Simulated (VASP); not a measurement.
# CsTaS2: relaxation of cell and atoms with PBE

Crystal: CsTaS2.

```
Cs Ta S
1.0
     3.54238    0.00000    0.00000
    -1.77119    3.06779    0.00000
     0.00000    0.00000    8.26848
Cs Ta S
1 1 2
Cartesian
  0.0000 0.0000 4.1342
  0.0000 2.0452 0.0000
  1.7712 1.0226 1.5030
  1.7712 1.0226 6.7655
```

The cell was built by a generator and needn't be a form met in nature.

```
Program                : VASP 6.6.1
Task                   : relaxation of cell and atoms
Functional             : PBE
Potentials or basis    : VASP PAW PBE potentials, release 64 (Cs_sv, Ta_pv, S)
Cutoff                 : 600 eV
k mesh                 : 7 × 7 × 3
Occupations            : fermi-dirac, width 0.05 eV
Spin                   : no spin polarisation
Further INCAR settings : ALGO = Fast; EDIFF = 1e-06; IBRION = 2; EDIFFG = -0.02; NSW = 60; ISIF = 3
```

* Relaxed volume: 22.55 Å³/atom
* Relaxed cell: a = 3.547 Å, b = 3.547 Å, c = 8.281 Å, α = 90.00°, β = 90.00°, γ = 120.00°
* Space group after relaxing (to 0.05 Å): P-6m2 (No. 187)
* Energy gained by relaxing: 0.1 meV/atom
* Ionic steps: 4
* Pressure after relaxing: 0.0 GPa
* Band gap on the k mesh: 0.29 eV, indirect (least direct gap 0.79 eV)

Forces on the atoms (eV/Å):
```
Cs   0.000  0.000  0.000
Ta   0.000  0.000  0.000
S    0.000  0.000 -0.003
S    0.000  0.000  0.003
```

Stress tensor (GPa, compression positive):
```
-0.04  0.00  0.00
 0.00 -0.04  0.00
 0.00  0.00  0.04
```

The path:
```csv
step,energy change (eV),largest force (eV/Å),pressure (GPa),volume (Å³)
1,0.0000,0.0341,0.19,89.86
2,-0.0002,0.0440,-0.10,90.21
3,-0.0002,0.0432,-0.08,90.17
4,-0.0004,0.0029,-0.01,90.21
```

Final structure:
```cif
data_structure
_symmetry_space_group_name_H-M 'P 1'
_symmetry_Int_Tables_number 1
_cell_length_a 3.5466
_cell_length_b 3.5466
_cell_length_c 8.2811
_cell_angle_alpha 90.000
_cell_angle_beta 90.000
_cell_angle_gamma 120.000
_cell_volume 90.21
loop_
_atom_site_label
_atom_site_type_symbol
_atom_site_fract_x
_atom_site_fract_y
_atom_site_fract_z
_atom_site_occupancy
Cs1 Cs 0.00000 0.00000 0.50000 1
Ta1 Ta 0.33334 0.66666 0.00000 1
S1 S 0.66667 0.33333 0.18125 1
S2 S 0.66667 0.33333 0.81875 1
```

Levels at points of the mesh, in eV from the valence-band top:
| k point | band 13 | band 14 | band 15 | band 16 | band 17 | band 18 | band 19 | band 20 |
| --- | --- | --- | --- | --- | --- | --- | --- | --- |
| (0.00, 0.00, 0.00) | -3.11 | -3.11 | -2.34 | -0.40 | 0.92 | 1.42 | 1.43 | 1.51 |

It took 4.7 min on 1 thread of Intel(R) Xeon(R) Platinum 8175M CPU @ 2.50GHz (Skylake/Cascade Lake), on a shared host, peak memory 0.28 GiB.

Caveat: spin-orbit coupling is left out, which moves the levels of the heavy elements; an odd mesh through Γ misses points on the zone boundary, where band edges often lie.
